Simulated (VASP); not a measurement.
Energy against volume of TiN (rock salt). Computed with RPBE GGA, VASP's PBE PAW potentials (set 64) (plane waves; VASP).

| V (Å³/atom) | E (eV/atom) |
|---|---|
| 9.185 | -9.30462 |
| 9.478 | -9.32951 |
| 9.771 | -9.33759 |
| 10.064 | -9.33131 |
| 10.358 | -9.31277 |

Q: Fit a third-order Birch-Murnaghan equation of state.

A: 
| Item | Result |
|---|---|
| volume per atom | 9.78 Å³/atom |
| bulk modulus | 260 GPa |
| pressure derivative of the bulk modulus | 4.26 |
| lattice constant a | 4.277 Å |

Measured: bulk modulus 288 GPa (computed value off by -9.8 %), as given by V. Krasnenko et al., Solid State Sciences (2013), arXiv:1306.3139; a 4.239 Å (computed value off by +0.9 %), as given by Guo-Xu Zhang et al., New Journal of Physics (2018), doi:10.1088/1367-2630/aac7f0. The calculation is for a static lattice, while the measured bulk modulus, a hold thermal and zero-point effects, which are part of the difference.

The compound is TiN in the rock salt structure. It was relaxed first.
